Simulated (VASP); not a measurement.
Set up this calculation in VASP 6.6.1, as the native input.

| Item | Value |
| --- | --- |
| Task | relaxation of cell and atoms |
| Functional | LDA |
| Potentials or basis | VASP PAW LDA potentials, release 64 (Te, Pb_d) |
| Cutoff | 600 eV |
| k mesh | 10 × 10 × 10 |
| Occupations | gaussian, width 0.02 eV |
| Spin | no spin polarisation |
| Dipole correction | no |
| Further INCAR settings | ALGO = Fast; EDIFF = 1e-06; IBRION = 2; EDIFFG = -0.005; NSW = 100; ISIF = 3 |

The structure of TePb lies in POSCAR:

```
TePb
1.0
    0.0000000000      3.1912201825      3.1912201825
    3.1912201825      0.0000000000      3.1912201825
    3.1912201825      3.1912201825      0.0000000000
Te Pb
1 1
Direct
    0.5000000000      0.5000000000      0.5000000000
    0.0000000000      0.0000000000      0.0000000000
```

The input as run:

INCAR

```
SYSTEM = TePb
ALGO = Fast ; EDIFF = 1E-6
EDIFFG = -0.005 ; ENCUT = 600
IBRION = 2 ; ISIF = 3
ISMEAR = 0 ; LASPH = .TRUE.
LCHARG = .FALSE. ; LREAL = .FALSE.
LWAVE = .FALSE. ; NELM = 100
NSW = 100 ; PREC = Accurate
SIGMA = 0.02
```

KPOINTS

```
k-points
0
G
  10 10 10
  0 0 0
```

Potentials or basis: VASP PAW LDA potentials, release 64 (Te, Pb_d).

The run is started by

```console
$ cat potpaw_LDA.64/Te/POTCAR potpaw_LDA.64/Pb_d/POTCAR > POTCAR
$ mpirun -np 1 vasp_std > vasp.out
```

Results of the run:

* Relaxed volume: 32.54 Å³/atom
* Relaxed cell: a = 4.515 Å, b = 4.515 Å, c = 4.515 Å, α = 60.00°, β = 60.00°, γ = 60.00°
* Space group after relaxing (to 0.05 Å): Fm-3m (No. 225)
* Energy gained by relaxing: 0.0 meV/atom
* Ionic steps: 2
* Pressure after relaxing: 0.0 GPa
* Band gap on the k mesh: 0.56 eV, direct

Caveat: spin-orbit coupling is left out, which as a rule narrows the gap of such compounds by several tenths of an eV.

Wall time 52 s on 1 thread of Intel(R) Xeon(R) Platinum 8488C (Sapphire Rapids), on a shared host, peak memory 0.21 GiB.
